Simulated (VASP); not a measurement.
A run of VASP 6.6.1 is set up as follows.

INCAR

```
SYSTEM = SnSe
PREC = Accurate ; ENCUT = 520
EDIFF = 1E-6 ; ISMEAR = 0
SIGMA = 0.03 ; LREAL = .FALSE.
LASPH = .TRUE. ; NELM = 80
ALGO = Normal ; ISIF = 2
LWAVE = .FALSE. ; LCHARG = .FALSE.
GGA = PE ; KPAR = 4
```

Contents of KPOINTS:

```
regular mesh
0
G
  4 8 8
  0 0 0
```

The input POSCAR:

```
SnSe                                    
1.0
   11.4864949695      0.0000000000      0.0000000000
    0.0000000000      4.1722137264     -0.0000000000
    0.0000000000     -0.0000000000      4.3796772184
  Sn              Se            
     4     4
Direct
     0.1176302971571503    0.2500000000000000    0.0931652914666247
     0.3823697028428497    0.7500000000000000    0.5931652914666246
     0.6176302971571503    0.2500000000000000    0.4068347085333753
     0.8823697028428497    0.7500000000000000    0.9068347085333754
     0.3570262765108209    0.2500000000000000    0.0220175791814775
     0.1429737234891793    0.7500000000000000    0.5220175791814775
     0.8570262765108206    0.2500000000000000    0.4779824208185154
     0.6429737234891794    0.7500000000000000    0.9779824208185225
```

KPOINTS_OPT

```
explicit points
258
Reciprocal
 0.0000000000  0.0000000000  0.0000000000 1
 0.0000000000  0.0357142857  0.0000000000 1
 0.0000000000  0.0714285714  0.0000000000 1
 0.0000000000  0.1071428571  0.0000000000 1
 0.0000000000  0.1428571429  0.0000000000 1
 0.0000000000  0.1785714286  0.0000000000 1
[... 250 lines left out ...]
 0.0000000000  0.5000000000  0.0248440900 1
 0.0000000000  0.5000000000 -0.0248440900 1
```

Potentials or basis: VASP PAW PBE potentials, release 64 (Sn_d, Se).

Run with:

```sh
$ cat potpaw_PBE.64/Sn_d/POTCAR potpaw_PBE.64/Se/POTCAR > POTCAR
$ mpirun -np 4 vasp_std > vasp.out
```

What does it give for the pressure?

2.2 GPa.

What does it give for the band gap along the path?

0.43 eV, indirect (least direct gap 0.52 eV).

Estimate the band gap on the k mesh.

0.54 eV, indirect (least direct gap 0.82 eV).

What does it give for the largest force?

0.010 eV/Å.

Levels at the corners of the path, in eV from the valence-band top:
| point | band 36 | band 37 | band 38 | band 39 | band 40 | band 41 | band 42 | band 43 | band 44 | band 45 |
| --- | --- | --- | --- | --- | --- | --- | --- | --- | --- | --- |
| Γ | -1.90 | -1.65 | -1.34 | -0.75 | -0.61 | 0.51 | 2.94 | 3.11 | 3.13 | 3.32 |
| X | -1.69 | -1.03 | -1.03 | -0.69 | -0.69 | 0.91 | 0.91 | 1.36 | 1.36 | 1.63 |
| X | -1.69 | -1.03 | -1.03 | -0.69 | -0.69 | 0.91 | 0.91 | 1.36 | 1.36 | 1.63 |
| S | -3.28 | -2.38 | -2.38 | -1.56 | -1.56 | 2.57 | 2.57 | 2.98 | 2.98 | 4.62 |
| S | -3.28 | -2.38 | -2.38 | -1.56 | -1.56 | 2.57 | 2.57 | 2.98 | 2.98 | 4.62 |
| Y | -1.45 | -0.82 | -0.82 | -0.29 | -0.29 | 1.19 | 1.19 | 1.41 | 1.41 | 1.58 |
| Y | -1.45 | -0.82 | -0.82 | -0.29 | -0.29 | 1.19 | 1.19 | 1.41 | 1.41 | 1.58 |
| Γ | -1.90 | -1.65 | -1.34 | -0.75 | -0.61 | 0.51 | 2.94 | 3.11 | 3.13 | 3.32 |
| Γ | -1.90 | -1.65 | -1.34 | -0.75 | -0.61 | 0.51 | 2.94 | 3.11 | 3.13 | 3.32 |
| Z | -2.20 | -1.95 | -1.95 | -0.62 | -0.62 | 2.53 | 2.53 | 2.75 | 2.75 | 3.74 |
| Z | -2.20 | -1.95 | -1.95 | -0.62 | -0.62 | 2.53 | 2.53 | 2.75 | 2.75 | 3.74 |
| U | -2.10 | -0.95 | -0.95 | -0.95 | -0.95 | 1.38 | 1.38 | 1.38 | 1.38 | 2.04 |
| U | -2.10 | -0.95 | -0.95 | -0.95 | -0.95 | 1.38 | 1.38 | 1.38 | 1.38 | 2.04 |
| R | -3.89 | -1.63 | -1.63 | -1.63 | -1.63 | 2.37 | 2.37 | 2.37 | 2.37 | 4.85 |
| R | -3.89 | -1.63 | -1.63 | -1.63 | -1.63 | 2.37 | 2.37 | 2.37 | 2.37 | 4.85 |
| T | -1.77 | -0.49 | -0.49 | -0.26 | -0.26 | 1.12 | 1.12 | 1.46 | 1.46 | 1.59 |
| T | -1.77 | -0.49 | -0.49 | -0.26 | -0.26 | 1.12 | 1.12 | 1.46 | 1.46 | 1.59 |
| Z | -2.20 | -1.95 | -1.95 | -0.62 | -0.62 | 2.53 | 2.53 | 2.75 | 2.75 | 3.74 |
| Y | -1.45 | -0.82 | -0.82 | -0.29 | -0.29 | 1.19 | 1.19 | 1.41 | 1.41 | 1.58 |
| T | -1.77 | -0.49 | -0.49 | -0.26 | -0.26 | 1.12 | 1.12 | 1.46 | 1.46 | 1.59 |
| U | -2.10 | -0.95 | -0.95 | -0.95 | -0.95 | 1.38 | 1.38 | 1.38 | 1.38 | 2.04 |
| X | -1.69 | -1.03 | -1.03 | -0.69 | -0.69 | 0.91 | 0.91 | 1.36 | 1.36 | 1.63 |
| S | -3.28 | -2.38 | -2.38 | -1.56 | -1.56 | 2.57 | 2.57 | 2.98 | 2.98 | 4.62 |
| R | -3.89 | -1.63 | -1.63 | -1.63 | -1.63 | 2.37 | 2.37 | 2.37 | 2.37 | 4.85 |

Caveat: spin-orbit coupling is left out, which moves the levels of the heavy elements; the mesh misses the band edges, which the band path finds closer together.

**Measured values to compare with.**

“Linear dichroism of the optical properties of SnS and SnSe van der Waals crystals”, 2024, arxiv:2409.17412 reports, for a bulk crystal of SnSe at 20 K: band gap 0.99 eV (indirect).

Measured gap of SnSe: 0.99 eV (indirect; 20 K; “Linear dichroism of the optical properties of SnS and SnSe van der Waals crystals”, 2024, arxiv:2409.17412). This calculation gives 0.43 eV (-0.56 eV). 2 values of this kind are on record (0.89 to 0.99 eV); this one was drawn at random. Spin-orbit coupling on Se, Sn is left out. The value is that of PBE, without temperature or zero-point motion. Semilocal functionals fall short of measured gaps as a rule.
